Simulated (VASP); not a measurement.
# CdP: structure and properties in VASP, part 3 of 4

Aim: relax CdP, then compute properties on the relaxed cell. The cell is invented: it takes the structure of a Materials Project entry for SnP (space group 225 there), with some of its atoms replaced by other elements, volume scaled by an estimate. It may not be a known or stable phase.

VASP 6.6.1, plane waves and PAW; the level of theory is named at each step.

So far. Step 3 (Second relaxation): It ends with forces that vanish by symmetry and a pressure of 0.00 GPa. Step 4 (Single point with fields (vdW-DF2)): In this run the pressure is -0.01 GPa, small enough to go on. The relaxed cell has a = 5.690 Å (conventional setting).

**5. Band structure (vdW-DF2)**

Level of this step: vdW-DF2; plane waves and PAW (Cd, P); invented cell (VASP).

Levels along the symmetry lines show where the bands peak and cross; KPOINTS_OPT computes them in the converged potential.

Contents of INCAR:

```
SYSTEM = CdP
PREC = Accurate
ENCUT = 400
EDIFF = 1E-06
NELM = 100
ISMEAR = 0
SIGMA = 0.05
LREAL = .FALSE.
ALGO = Normal
GGA = ML
AGGAC = 0
LUSE_VDW = .TRUE.
ZAB_VDW = -1.8867
LASPH = .TRUE.
LORBIT = 11
LWAVE = .FALSE.
LCHARG = .FALSE.
```

Contents of POSCAR:

```
CdP
1.0
    0.0000000000      2.8450135600      2.8450135600
    2.8450135600      0.0000000000      2.8450135600
    2.8450135600      2.8450135600      0.0000000000
Cd P
1 1
Direct
    0.5000000000      0.5000000000      0.5000000000
    0.0000000000      0.0000000000      0.0000000000
```

Contents of KPOINTS:

```
Automatic mesh
0
Gamma
7 7 7
0 0 0
```

Contents of KPOINTS_OPT:

```
Line mode
16
Line-mode
Reciprocal
  0.00000000   0.00000000   0.00000000 GAMMA
  0.50000000   0.00000000   0.50000000 X

  0.50000000   0.00000000   0.50000000 X
  0.50000000   0.25000000   0.75000000 W

  0.50000000   0.25000000   0.75000000 W
  0.37500000   0.37500000   0.75000000 K

  0.37500000   0.37500000   0.75000000 K
  0.00000000   0.00000000   0.00000000 GAMMA

  0.00000000   0.00000000   0.00000000 GAMMA
  0.50000000   0.50000000   0.50000000 L

  0.50000000   0.50000000   0.50000000 L
  0.62500000   0.25000000   0.62500000 U

  0.62500000   0.25000000   0.62500000 U
  0.50000000   0.25000000   0.75000000 W

  0.50000000   0.25000000   0.75000000 W
  0.50000000   0.50000000   0.50000000 L

  0.50000000   0.50000000   0.50000000 L
  0.37500000   0.37500000   0.75000000 K

  0.62500000   0.25000000   0.62500000 U
  0.50000000   0.00000000   0.50000000 X
```

The projector-augmented-wave data sets are Cd and P (PBE family, release 64).

On the command line:

```console
$ mpirun -np 1 vasp_std
```

Log:

```text
[... set-up lines as in an earlier step ...]
 entering main loop
       N       E                     dE             d eps       ncg     rms          rms(c)
[... 13 cycles as in an earlier step ...]
   1 F= -.37476652E+00 E0= -.37218615E+00  d E =-.516074E-02
 Start KPOINTS_OPT (optional k-point list driver)
k-point batch [1-20\160]
       N       E                     dE             ncg
DAV:   1     0.340442878927E+03   -0.59841E+04      488
DAV:   2    -0.119305114321E+04   -0.15335E+04      536
DAV:   3    -0.124190317106E+04   -0.48852E+02      560
DAV:   4    -0.124213435812E+04   -0.23119E+00      608
DAV:   5    -0.124213630248E+04   -0.19444E-02      604
DAV:   6    -0.124213632939E+04   -0.26909E-04      608
DAV:   7    -0.124213632984E+04   -0.44644E-06      448
[...]
k-point batch [141-160\160]
       N       E                     dE             ncg
DAV:   1     0.228029898948E+03   -0.10562E+05      488
DAV:   2    -0.126475958166E+04   -0.14928E+04      552
DAV:   3    -0.131083466683E+04   -0.46075E+02      540
DAV:   4    -0.131105732918E+04   -0.22266E+00      612
DAV:   5    -0.131105948141E+04   -0.21522E-02      596
DAV:   6    -0.131105951210E+04   -0.30690E-04      624
DAV:   7    -0.131105951257E+04   -0.46995E-06      452
```

The job ended after 72 s (1 MPI rank of AMD EPYC 7R43, shared host; peak memory 0.28 GiB).

From OUTCAR (step 5):

```text
   NELECT =      17.0000    total number of electrons

 E-fermi :   2.6714

Total vdW correction in eV:      3.0209194

Total vdW correction in eV:      3.0209375

[... 20 parts as in an earlier step ...]

[... 2 further parts left out ...]
```

Spin-orbit coupling is off here; it would split degenerate levels.

Electronic bands along the path, in eV, zero at the Fermi level; # counts the bands kept:

```
          point     #5     #6     #7     #8     #9
              Γ  -8.09   0.20   0.20   0.20   1.39
0.53 of the way  -7.99  -2.14  -0.66  -0.66   2.32
              X  -6.70  -3.47  -1.34  -1.34  -0.42
0.53 of the way  -6.82  -3.16  -2.37  -1.76   1.54
              W  -6.90  -2.74  -2.51  -2.51   3.26
0.47 of the way  -6.95  -3.05  -2.81  -1.55   2.61
              K  -7.00  -3.20  -2.93  -0.68   1.71
0.53 of the way  -7.95  -2.73  -0.76   0.81   4.47
              Γ  -8.09   0.20   0.20   0.20   1.39
0.47 of the way  -8.02  -2.54   0.42   0.42   3.58
              L  -7.94  -4.58   0.77   0.77   3.74
0.47 of the way  -7.72  -4.28  -0.80   0.22   3.29
              U  -7.00  -3.20  -2.93  -0.68   1.71
0.47 of the way  -6.96  -3.09  -2.84  -1.39   2.45
              W  -6.90  -2.74  -2.51  -2.51   3.26
0.47 of the way  -7.49  -4.06  -1.30  -0.51   3.47
              L  -7.94  -4.58   0.77   0.77   3.74
0.53 of the way  -7.62  -4.19  -1.12   0.09   3.04
              K  -7.00  -3.20  -2.93  -0.68   1.71
      jump to U  -7.00  -3.20  -2.93  -0.68   1.71
0.47 of the way  -6.78  -3.31  -2.33  -1.14   0.62
              X  -6.70  -3.47  -1.34  -1.34  -0.42
```

Of the projections kept (Cd, P), the largest for each band there; the rest of the weight can lie on other orbitals:

```
point       #5       #6      #7      #8       #9
    Γ  Cd 1.00   P 0.91  P 0.91  P 0.91  Cd 0.54
    X  Cd 0.75   P 0.70  P 0.81  P 0.81  Cd 0.90
    W  Cd 0.75  Cd 0.68  P 0.70  P 0.70   P 0.54
    K  Cd 0.75  Cd 0.61  P 0.69  P 0.78  Cd 0.70
    Γ  Cd 1.00   P 0.91  P 0.91  P 0.91  Cd 0.54
    L  Cd 1.00  Cd 0.66  P 0.84  P 0.84  Cd 0.55
```

The electronic bands as a text plot (rows in eV, shown from -8.0 to 4.8 only):

```
    4.5 |                    *
    4.0 |                   * *       ******          ** **
    3.5 |   *              *   *     *      *     ****  *
    2.9 |  *         **                          *         *
    2.4 | *  *      *  *  *     *   *        *  *           *
    1.9 |     *         **       * *          **             *
    1.3 |*                        *                           *
    0.8 |          *        ****       *****           ***
    0.3 |**    *  *        *    *******    **         ** ***   *
   -0.3 |  **   **       **   ** * *         **      **   * *   *
   -0.8 | ** **         *    *  *           *  *     *       **
   -1.3 |      *****   *            *           *   *      *   **
   -1.9 |   *     * *      **  *     *       *   * **       *
   -2.4 |    **    ****   *   *               *   **           *
   -2.9 |      *    ******   *        *        ****          **
   -3.5 |       ****     ****          *      **   *         * **
   -4.0 |                               *    *      **     **
   -4.5 |                                ****         *****
   -5.1 |
   -5.6 |
   -6.1 |
   -6.7 |        ******                          **           ***
   -7.2 |      **      ****                  ****  **       **
   -7.7 |    ******************        **************************
         Γ       X    W  K        Γ      L     U  W     L   K|U X
```

There is no gap at this level.

**6. Total and projected DOS (vdW-DF2)**

A density of states needs more k-points than a total energy; ISMEAR = -5 takes tetrahedra, and LORBIT projects the states on the PAW spheres. The mesh is finer than in the run before.

Changes to INCAR since step 5:

```diff
@@ -5,3 +5,3 @@
 NELM = 100
-ISMEAR = 0
+ISMEAR = -5
 SIGMA = 0.05
@@ -17 +17,2 @@
 LCHARG = .FALSE.
+NEDOS = 2001
```

POSCAR is that of step 5.

Contents of KPOINTS:

```
Automatic mesh
0
Gamma
10 10 10
0 0 0
```

On the command line:

```console
$ mpirun -np 1 vasp_std
```

Log:

```text
[... set-up lines as in an earlier step ...]
 entering main loop
       N       E                     dE             d eps       ncg     rms          rms(c)
DAV:   1     0.801121638700E+02    0.80112E+02   -0.68117E+03  1144   0.986E+02
DAV:   2     0.179778154032E+01   -0.78314E+02   -0.75090E+02  1284   0.266E+02
DAV:   3    -0.797578882371E+00   -0.25954E+01   -0.25659E+01  1340   0.487E+01
DAV:   4    -0.812187544283E+00   -0.14609E-01   -0.14629E-01  1344   0.350E+00
DAV:   5    -0.812358775498E+00   -0.17123E-03   -0.17272E-03  1408   0.360E-01    0.399E+00
DAV:   6    -0.397567331452E+00    0.41479E+00   -0.11102E+00  1296   0.127E+01    0.369E+00
DAV:   7    -0.390783869565E+00    0.67835E-02   -0.13016E-01  1332   0.304E+00    0.181E+00
DAV:   8    -0.392326329856E+00   -0.15425E-02   -0.93148E-03  1252   0.139E+00    0.332E-01
DAV:   9    -0.392793535109E+00   -0.46721E-03   -0.12843E-03  1332   0.458E-01    0.386E-02
DAV:  10    -0.392803755265E+00   -0.10220E-04   -0.12283E-04  1284   0.139E-01    0.297E-02
DAV:  11    -0.392813291236E+00   -0.95360E-05   -0.45741E-05  1236   0.684E-02    0.126E-02
DAV:  12    -0.392818890095E+00   -0.55989E-05   -0.26531E-06  1352   0.145E-02    0.428E-03
DAV:  13    -0.392819749952E+00   -0.85986E-06   -0.33143E-07   720   0.343E-03
   1 F= -.39281975E+00 E0= -.39281975E+00  d E =0.000000E+00
 -----------------------------------------------------------------------------
|                                                                             |
|           W    W    AA    RRRRR   N    N  II  N    N   GGGG   !!!           |
|           W    W   A  A   R    R  NN   N  II  NN   N  G    G  !!!           |
|           W    W  A    A  R    R  N N  N  II  N N  N  G       !!!           |
|           W WW W  AAAAAA  RRRRR   N  N N  II  N  N N  G  GGG   !            |
|           WW  WW  A    A  R   R   N   NN  II  N   NN  G    G                |
|           W    W  A    A  R    R  N    N  II  N    N   GGGG   !!!           |
|                                                                             |
|     Tetrahedron method does not include variations of the Fermi             |
|     occupations, so forces and stress will be inaccurate. We suggest        |
|     using a different smearing scheme ISMEAR = 1 or 2 for metals in         |
|     relaxations.                                                            |
|                                                                             |
 -----------------------------------------------------------------------------
```

Wall time 46 s (1 MPI rank); peak memory 0.29 GiB.

Parts of OUTCAR (step 6):

```text
   k-points           NKPTS =     47   k-points in BZ     NKDIM =     47   number of bands    NBANDS=     12

   NELECT =      17.0000    total number of electrons

 E-fermi :   2.7044

 k-point     1 :       0.0000    0.0000    0.0000
  band No.  band energies     occupation
    ...
      3      -5.4625      2.00000
      4      -5.4371      2.00000
      5      -5.4371      2.00000
      6      -5.4371      2.00000
      7       2.8893      1.88133
      8       2.8893      0.00000
      9       2.8893      0.00000
     10       4.0622      0.00000
     11      11.2012      0.00000
     12      11.2012      0.00000

Total vdW correction in eV:      3.0217924

  Total       -0.0668305     -0.0668305     -0.0668305     -0.0000000      0.0000000      0.0000000
  in kB       -2.3248909     -2.3248909     -2.3248909     -0.0000000      0.0000000      0.0000000
  external PRESSURE =      -2.3248909 kB  Pullay stress =       0.0000000 kB

 POSITION                                       TOTAL-FORCE (eV/Angst)
 -----------------------------------------------------------------------------------
      2.84501      2.84501      2.84501        -0.000000     -0.000000      0.000000
      0.00000      0.00000      0.00000         0.000000      0.000000     -0.000000
 -----------------------------------------------------------------------------------
    total drift:                                0.000000      0.000000      0.000000

  FREE ENERGIE OF THE ION-ELECTRON SYSTEM (eV)
  ---------------------------------------------------
  free  energy   TOTEN  =        -0.3928197500 eV

  energy  without entropy=       -0.3928197500  energy(sigma->0) =       -0.39281975

Total vdW correction in eV:      3.0218024

[... 6 parts as in an earlier step ...]

[... 10 further parts left out ...]
```

With tetrahedra the forces and stress of a metal are not exact derivatives of the energy.

Numbers from this step:

```yaml
irreducible_k_points: 47
free_energy_toten: -0.3928 eV
fermi_energy: 2.704 eV
pressure: -0.2325 GPa
dos_at_the_fermi_level: 1.511 states/eV/cell
```

The density of states has structure finer than the step of the table below, so its rows give means over 0.5 eV, whole bins alone (the curve runs from -11.9 to 5.08 eV). Peaks (eV: height): total -8.18: 44.6, -7.98: 26.7; Cd d -8.18: 41.1, -7.98: 25.4.

States under -11.9 eV and over 5.1 eV are left out. The density of states by energy, zero at the Fermi level; means over each step; values in states/eV/cell:

```
energy (eV)    total     Cd d
      -11.5        0        0
      -11.0  0.00639        0
      -10.5    0.362  0.00516
      -10.0     2.87    0.585
       -9.5    0.735    0.114
       -9.0        0        0
       -8.5     1.75     1.60
       -8.0     15.7     14.5
       -7.5     1.28    0.908
       -7.0    0.786    0.507
       -6.5   7.8e-5   4.4e-5
       -6.0        0        0
       -5.5        0        0
       -5.0        0        0
       -4.5    0.228   0.0123
       -4.0    0.867   0.0376
       -3.5     1.73   0.0588
       -3.0    0.674   0.0244
       -2.5    0.728   0.0203
       -2.0    0.906   0.0245
       -1.5     1.23   0.0340
       -1.0     1.46   0.0461
       -0.5     1.48   0.0570
        0.0     1.53   0.0656
        0.5     1.33   0.0741
        1.0    0.170  0.00207
        1.5    0.237  0.00269
        2.0    0.349  0.00501
        2.5    0.520  0.00924
        3.0    0.891   0.0198
        3.5    0.879   0.0163
        4.0    0.800   0.0113
        4.5    0.193  0.00247
```

The finer mesh and the other smearing move the Fermi level by +0.03 eV from the 7×7×7 run, a small shift, which tests the Fermi level alone.

**7. Bands along the symmetry lines (r2SCAN)**

This step: r2SCAN; plane waves and PAW (Cd, P); invented cell (VASP 6.6.1).

The mesh alone shows little of the dispersion and can miss band extrema, so KPOINTS_OPT adds a path through the symmetry points after the self-consistent cycle. r2SCAN adds the kinetic-energy density, costs more than a GGA and is run with LASPH.

Contents of INCAR:

```
SYSTEM = CdP
PREC = Accurate
ENCUT = 400
EDIFF = 1E-06
NELM = 100
ISMEAR = 0
SIGMA = 0.05
LREAL = .FALSE.
ALGO = Normal
METAGGA = R2SCAN
LASPH = .TRUE.
LORBIT = 11
LWAVE = .FALSE.
LCHARG = .FALSE.
```

POSCAR is that of step 6.

Contents of KPOINTS:

```
Automatic mesh
0
Gamma
7 7 7
0 0 0
```

KPOINTS_OPT is that of step 5.

On the command line:

```console
$ mpirun -np 1 vasp_std
```

Log:

```text
[banner, memory and clock lines left out]
running    1 mpi-ranks, on    1 nodes
 distrk:  each k-point on    1 cores,    1 groups
 distr:  one band on    1 cores,    1 groups

 POSCAR found type information on POSCAR CdP
 POSCAR found :  2 types and       2 ions
 [... a notice as in an earlier step ...]

 LDA part: xc-table for (None), standard interpolation
 POSCAR, INCAR and KPOINTS ok, starting setup
 FFT: planning ... GRIDC
 FFT: planning ... GRID_SOFT
 FFT: planning ... GRID
 WAVECAR not read
 entering main loop
       N       E                     dE             d eps       ncg     rms          rms(c)
DAV:   1     0.498893317426E+02    0.49889E+02   -0.69387E+03   480   0.101E+03
DAV:   2    -0.302813600531E+02   -0.80171E+02   -0.76146E+02   540   0.267E+02
DAV:   3    -0.331582134219E+02   -0.28769E+01   -0.28618E+01   584   0.513E+01
DAV:   4    -0.331736902453E+02   -0.15477E-01   -0.15472E-01   540   0.368E+00
DAV:   5    -0.331738358397E+02   -0.14559E-03   -0.14559E-03   592   0.335E-01    0.448E+00
DAV:   6    -0.284831900463E+02    0.46906E+01   -0.36638E+00   484   0.302E+01    0.649E+00
DAV:   7    -0.284578571452E+02    0.25333E-01   -0.15001E-01   556   0.523E+00    0.399E+00
DAV:   8    -0.284739165992E+02   -0.16059E-01   -0.72515E-02   512   0.398E+00    0.629E-01
DAV:   9    -0.284773895821E+02   -0.34730E-02   -0.71959E-03   552   0.913E-01    0.327E-01
DAV:  10    -0.284772217820E+02    0.16780E-03   -0.14721E-03   520   0.512E-01    0.616E-02
DAV:  11    -0.284772573230E+02   -0.35541E-04   -0.22744E-04   516   0.135E-01    0.513E-02
DAV:  12    -0.284772494554E+02    0.78676E-05   -0.40954E-05   572   0.964E-02    0.170E-02
DAV:  13    -0.284772504589E+02   -0.10035E-05   -0.97049E-06   548   0.397E-02    0.382E-03
DAV:  14    -0.284772497286E+02    0.73023E-06   -0.11123E-06   292   0.183E-02
   1 F= -.28477250E+02 E0= -.28475013E+02  d E =-.447294E-02
 Start KPOINTS_OPT (optional k-point list driver)
k-point batch [1-20\160]
       N       E                     dE             ncg
DAV:   1     0.257604041314E+03   -0.60670E+04      488
DAV:   2    -0.131939694694E+04   -0.15770E+04      528
DAV:   3    -0.137102037892E+04   -0.51623E+02      556
DAV:   4    -0.137128174533E+04   -0.26137E+00      584
DAV:   5    -0.137128387559E+04   -0.21303E-02      608
DAV:   6    -0.137128389841E+04   -0.22815E-04      604
DAV:   7    -0.137128389872E+04   -0.31389E-06      440
[...]
k-point batch [141-160\160]
       N       E                     dE             ncg
DAV:   1     0.136552446012E+03   -0.10653E+05      488
DAV:   2    -0.139761702340E+04   -0.15342E+04      552
DAV:   3    -0.144537589466E+04   -0.47759E+02      540
DAV:   4    -0.144556352347E+04   -0.18763E+00      616
DAV:   5    -0.144556512604E+04   -0.16026E-02      596
DAV:   6    -0.144556514632E+04   -0.20279E-04      620
DAV:   7    -0.144556514660E+04   -0.27792E-06      452
```

The job ended after 3.2 min (1 MPI rank; peak memory 0.13 GiB).

OUTCAR, selected parts (step 7):

```text
   NELECT =      17.0000    total number of electrons

 E-fermi :   2.4848

 k-point     1 :       0.0000    0.0000    0.0000
  band No.  band energies     occupation
    ...
      2      -5.8753      2.00000
      3      -5.8753      2.00000
      4      -5.8401      2.00000
      5      -5.8400      2.00000
      6      -5.8400      2.00000
      7       2.7266      0.00000
      8       2.7266      0.00000
      9       2.7266      0.00000
     10       4.5918      0.00000
     11      11.0939      0.00000
    ...

  Total       -2.2893857     -2.2893857     -2.2893857      0.0000000      0.0000000      0.0000000
  in kB      -79.6428033    -79.6428033    -79.6428033      0.0000000      0.0000000      0.0000000
  external PRESSURE =     -79.6428033 kB  Pullay stress =       0.0000000 kB

  FREE ENERGIE OF THE ION-ELECTRON SYSTEM (eV)
  ---------------------------------------------------
  free  energy   TOTEN  =       -28.4772497286 eV

  energy  without entropy=      -28.4727767845  energy(sigma->0) =      -28.47501326

[... 9 parts as in an earlier step ...]

[... 9 further parts left out ...]
```

At this level the cell is under a tension of 8.0 GPa, so at these settings it is away from equilibrium.

Numbers from this step:

```yaml
scf_cycles: 14
irreducible_k_points: 20
free_energy_toten: -28.48 eV
energy_at_zero_smearing: -28.48 eV
fermi_energy: 2.485 eV
pressure: -7.964 GPa
```

Electronic bands along the path, in eV, zero at the Fermi level; # counts the bands kept:

```
          point     #5     #6     #7     #8    #9
              Γ  -8.32   0.24   0.24   0.24  2.11
0.53 of the way  -8.23  -2.08  -0.72  -0.72  2.71
              X  -6.84  -3.77  -1.45  -1.45  0.01
0.53 of the way  -6.96  -3.43  -2.35  -1.92  1.90
              W  -7.05  -2.73  -2.73  -2.71  3.72
0.47 of the way  -7.11  -3.11  -3.05  -1.64  3.00
              K  -7.16  -3.27  -3.19  -0.75  2.06
0.53 of the way  -8.19  -2.70  -0.84   0.87  5.11
              Γ  -8.32   0.24   0.24   0.24  2.11
0.47 of the way  -8.26  -2.52   0.46   0.46  4.12
              L  -8.18  -4.73   0.81   0.81  3.94
0.47 of the way  -7.95  -4.43  -0.88   0.21  3.63
              U  -7.16  -3.27  -3.19  -0.75  2.06
0.47 of the way  -7.12  -3.15  -3.08  -1.48  2.83
              W  -7.05  -2.73  -2.73  -2.71  3.72
0.47 of the way  -7.70  -4.19  -1.42  -0.54  3.90
              L  -8.18  -4.73   0.81   0.81  3.94
0.53 of the way  -7.84  -4.33  -1.22   0.07  3.39
              K  -7.16  -3.27  -3.19  -0.75  2.06
      jump to U  -7.16  -3.27  -3.19  -0.75  2.06
0.47 of the way  -6.92  -3.59  -2.37  -1.24  0.97
              X  -6.84  -3.77  -1.45  -1.45  0.01
```

Of the projections kept (Cd, P), the largest for each band there; the rest of the weight can lie on other orbitals:

```
point       #5       #6      #7       #8       #9
    Γ  Cd 1.00   P 0.91  P 0.91   P 0.91  Cd 0.52
    X  Cd 0.75   P 0.70  P 0.80   P 0.80  Cd 0.90
    W  Cd 0.75   P 0.70  P 0.70  Cd 0.66  Cd 0.50
    K  Cd 0.76  Cd 0.58  P 0.68   P 0.77  Cd 0.73
    Γ  Cd 1.00   P 0.91  P 0.91   P 0.91  Cd 0.52
    L  Cd 1.00  Cd 0.65  P 0.83   P 0.83  Cd 0.51
```

The electronic bands as a text plot (rows in eV, shown from -8.0 to 5.2 only):

```
    5.0 |                    *
    4.4 |                   * **      **   *          ** *
    3.9 |  **         *    *         *  *** *     ****  * *
    3.3 | *          *          *   *            *         *
    2.7 |    *      *  * **        *         *  *           *
    2.2 |*    *         *        **           **             *
    1.6 |                                                     *
    1.1 |      *   *         *
    0.5 |         *        ** ***   ********           ****    *
    0.0 |***    **        *     ****       ***       **   **    *
   -0.6 | * **           *    **              **      *     **
   -1.1 |  *  ***       *    *  *   *       *   *   **     *  **
   -1.7 |   *    ***   *    *  *             *     *            *
   -2.2 |    **    ** *    *  *      *           * **       *  *
   -2.8 |      *    ***  **           *       *  **          **
   -3.3 |       *  **  ***  **                 **  *         **
   -3.9 |        **       **           *     **     *       *  **
   -4.4 |                               ** **        *** ***
   -5.0 |                                 *             *
   -5.5 |
   -6.1 |
   -6.6 |        **                                             *
   -7.2 |       *  *******                    *******        ***
   -7.7 |      *          ***               **       *     **
         Γ       X    W  K        Γ      L     U  W     L   K|U X
```

There is no gap at this level.

(Part 3 of 4 ends here.)

[Lines on the potential files, build, host, timing and source positions are cut from VASP's logs without a mark.]

[Logs are printed without paths, hosts, clocks, repeated set-up lines and the standing remarks that a program may print on its own settings, such as how far it seeks lower states.]

[Hosts, paths, dates, database ids (printed as entryN), source tags and the programs' standing remarks are cut or masked in the printed files.]

[A measured line is paired with the nearest computed mode of its activity, which favours agreement.]

[Band numbers marked # count the bands kept; in some of these tables VASP's own numbers are higher by 1.]
